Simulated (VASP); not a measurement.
All values below come from RPBE GGA, VASP's PBE PAW potentials (set 64) (plane waves; VASP 6.6.1).

VASP ran on this input.

POSCAR:
```
NaCl
1
    0.0000000000     2.9188453354     2.9188453354
    2.9188453354    -0.0000000000     2.9188453354
    2.9188453354     2.9188453354    -0.0000000000
Na Cl
1 1
Direct
  0.0000000000   0.0000000000   0.0000000000
  0.5000000000   0.5000000000   0.5000000000
```

**KPOINTS**
```
Automatic mesh
0
Gamma
7 7 7
0 0 0
```

**INCAR**
```
SYSTEM = NaCl
PREC = Accurate
ENCUT = 520
EDIFF = 1E-6
NELM = 100
ALGO = Normal
LREAL = .FALSE.
LASPH = .TRUE.
ISMEAR = 0
SIGMA = 0.05
GGA = RP
LWAVE = .FALSE.
LCHARG = .FALSE.
IBRION = 2
ISIF = 3
NSW = 60
EDIFFG = -0.01
```

POTCAR, in this order: Na_pv Cl (PBE.64 set). Program: vasp_std.

Q: Predict the energy per atom (σ→0), band gap (on the k-mesh).

A: 
```json
{
 "energy per atom (σ→0)": "-3232 meV/atom",
 "band gap (on the k-mesh)": "5.06 eV"
}
```

OSZICAR:
```
...
DAV:   8    -0.646239687034E+01   -0.13719E-01   -0.21962E-02   446   0.145E+00    0.238E-01
DAV:   9    -0.646254219022E+01   -0.14532E-03   -0.31118E-04   555   0.178E-01    0.140E-01
DAV:  10    -0.646313168845E+01   -0.58950E-03   -0.11812E-03   446   0.306E-01    0.671E-02
DAV:  11    -0.646312462459E+01    0.70639E-05   -0.19049E-05   525   0.527E-02    0.850E-03
DAV:  12    -0.646312975155E+01   -0.51270E-05   -0.59972E-06   452   0.278E-02    0.131E-03
DAV:  13    -0.646313102549E+01   -0.12739E-05   -0.20130E-06   467   0.129E-02    0.252E-03
DAV:  14    -0.646313086410E+01    0.16139E-06   -0.65230E-08   271   0.216E-03
   1 F= -.64631309E+01 E0= -.64631309E+01  d E =-.646313E+01
```

The compound is NaCl in the rock salt structure. It was relaxed first, which changed the volume by +11 %. The start is the result of an earlier pass.
